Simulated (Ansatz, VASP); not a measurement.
## TiSb3P4: VASP beside Ansatz

```
Ti Sb P
1.0
    -3.71444    3.71444    3.71444
     3.71444   -3.71444    3.71444
     3.71444    3.71444   -3.71444
Ti Sb P
1 3 4
Direct
  0.00000 0.00000 0.00000
  0.00000 0.50000 0.50000
  0.50000 0.00000 0.50000
  0.50000 0.50000 0.00000
  0.50000 0.50000 0.50000
  0.00000 0.00000 0.50000
  0.00000 0.50000 0.00000
  0.50000 0.00000 0.00000
```

Alike in both runs: task single point; functional PBE; k mesh 4 × 4 × 4; occupations gaussian, width 0.1 eV; no spin polarisation.

```csv
,VASP,Ansatz
version,VASP 6.6.1,Ansatz 0.2.0
potentials or method,"VASP PAW PBE potentials, release 64 (Ti_sv, Sb, P)","scalar-relativistic, plane waves, PAW"
plane-wave cutoff (eV),520,420
valence electrons in the cell,47,77
```

Ansatz gave:

- gap on the k mesh at the Fermi level (eV): none
- pressure (GPa): -12.8

**Question.** Which values does VASP return?

**Answer.** gap on the k mesh at the Fermi level (eV): none; pressure (GPa): -12.9.

A gap of «none» marks a metal or a gap that the smearing closes. The functional is the same, so the differences come from potentials, cutoffs and numerics. The two sets of potentials don't hold the same shells in valence.

Spin-orbit coupling is left out, which matters for the levels of Sb.
